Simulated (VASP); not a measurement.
Here is the system:

```xyz
4
Lattice="1.5385 -2.6648 0.0000 1.5385 2.6648 0.0000 0.0000 0.0000 5.0520" Properties=species:S:1:pos:R:3 pbc="T T T"
Si     1.5385    -0.8883     2.5242
Si     1.5385     0.8883     5.0502
C      1.5385    -0.8883     4.4223
C      1.5385     0.8883     1.8963
```

Calculation: PBEsol GGA, VASP's PBE PAW potentials (set 64) (plane waves; VASP). Numerical set-up: 520 eV cut-off, 8×8×5 Γ-centred mesh, Gaussian smearing of 0.050 eV, potentials Si C.

Q: Estimate the energy per atom (σ→0).

A: 
```
Quantity                        Value
---------------------  --------------
energy per atom (σ→0)  -7.955 eV/atom
```

The compound is SiC in the wurtzite structure, the rare 2H polytype. It was relaxed first.
